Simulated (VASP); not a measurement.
```
Er
1.0
    1.76230    -3.05240     0.00000
    1.76230     3.05240     0.00000
    0.00000     0.00000     5.41869
Er
2
Cartesian
  1.76230   1.01747   1.35467
  1.76230  -1.01747   4.03902
```

All values below come from PBEsol GGA, VASP's PBE PAW potentials (set 64) (plane waves; VASP). Run with 480 eV cut-off, 12×12×6 Γ-centred mesh, first-order Methfessel-Paxton smearing of 0.10 eV, potentials Er_3.

The 4f electrons are frozen in the core of the lanthanide potential, so 4f levels, which can set the real gap, and their magnetism are missing.

**Question.** Estimate the energy per atom (σ→0), largest force, band gap (on the k-mesh) with the smallest direct gap where there is one.

**Answer.** 
The band gap (on the k-mesh) is none (metal, semimetal or under 0.01 eV) and the energy per atom (σ→0) is -4.923 eV/atom. The largest force is 0.117 eV/Å.

Only differences to runs with the same potentials and settings are physical.

The compound is Er in the hcp structure. This cell was strained or had an atom moved on purpose.
